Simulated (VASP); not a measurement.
A run of VASP 6.6.1 is set up as follows.

The input POSCAR:

```
ZrB2                                    
1.0
    3.1560562963      0.0000000000      0.0000000000
   -1.5780281481      2.7332249284      0.0000000000
    0.0000000000      0.0000000000      3.5085803727
  Zr              B             
     1     2
Direct
     0.0000000000000000    0.0000000000000000    0.0000000000000000
     0.3333333300000021    0.6666666699999979    0.5000000000000000
     0.6666666699999979    0.3333333300000021    0.5000000000000000
```

Contents of INCAR.step1:

```
ALGO = Fast
EDIFF = 1E-7
ENCUT = 520
GGA = PS
GGA_COMPAT = False
ISIF = 2
ISMEAR = 0
KPAR = 4
LASPH = True
LCHARG = True
LMAXMIX = 4
LREAL = False
LSORBIT = True
LWAVE = False
MAGMOM = 0 0 0 0 0 0 0 0 0
NBANDS = 31
NELM = 60
PREC = Accurate
SIGMA = 0.1
```

File KPOINTS.step1:

```
k-points
0
Gamma
  15 15 12
```

Contents of INCAR.step2:

```
ALGO = Fast
EDIFF = 1E-7
ENCUT = 520
GGA = PS
GGA_COMPAT = False
ICHARG = 11
ISIF = 2
ISMEAR = -5
KPAR = 4
LASPH = True
LCHARG = False
LMAXMIX = 4
LORBIT = 11
LREAL = False
LSORBIT = True
LWAVE = False
MAGMOM = 0 0 0 0 0 0 0 0 0
NBANDS = 31
NEDOS = 2001
NELM = 60
PREC = Accurate
SIGMA = 0.1
```

KPOINTS.step2

```
k-points
0
Gamma
  23 23 18
```

Potentials or basis: VASP PAW PBE potentials, release 64 (Zr_sv, B).

Run with:

```console
$ cat potpaw_PBE.64/Zr_sv/POTCAR potpaw_PBE.64/B/POTCAR > POTCAR
$ cp INCAR.step1 INCAR
$ cp KPOINTS.step1 KPOINTS
$ mpirun -np 4 vasp_ncl > vasp.out
$ cp INCAR.step2 INCAR
$ cp KPOINTS.step2 KPOINTS
$ mpirun -np 4 vasp_ncl > vasp.out
```

Question: Predict the net moment.

Answer: 0.00 μB per cell.

Moments on the atoms (μB; x, y, z):
```
Zr  0.00 0.00 0.00
B   0.00 0.00 0.00
B   0.00 0.00 0.00
```
